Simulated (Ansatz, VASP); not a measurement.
**Two plane-wave programs on Ba2W**

```
Ba W
1.0
     3.52017    0.00000    0.00000
    -1.76009    3.04856    0.00000
     0.00000    0.00000    9.26455
Ba W
2 1
Direct
  0.33333 0.66667 0.27327
  0.66667 0.33333 0.72673
  0.00000 0.00000 0.00000
```

Alike in both runs: functional PBE; k mesh 15 × 15 × 6; occupations gaussian, width 0.1 eV; no spin polarisation.

Ansatz relaxed the structure, and its values are those at the end. VASP's run is a single point on that final structure, the one shown.

```csv
,VASP,Ansatz
version,VASP 6.6.1,Ansatz 0.2.0
potentials or method,"VASP PAW PBE potentials, release 64 (Ba_sv, W_sv)","scalar-relativistic, plane waves, PAW"
plane-wave cutoff (eV),520,420
valence electrons in the cell,34,34
```

|  | VASP | Ansatz | Ansatz less VASP |
| --- | --- | --- | --- |
| gap on the k mesh at the Fermi level (eV) | none | none | - |
| pressure (GPa) | 1.2 | 0.0 | -1.23 |
| rms of the force components (eV/Å) | 0.074 | 0.001 | -0.0731 |

A gap of «none» marks a metal or a gap that the smearing closes.

The runs have no spin-orbit coupling, so splittings on Ba, W are missing.
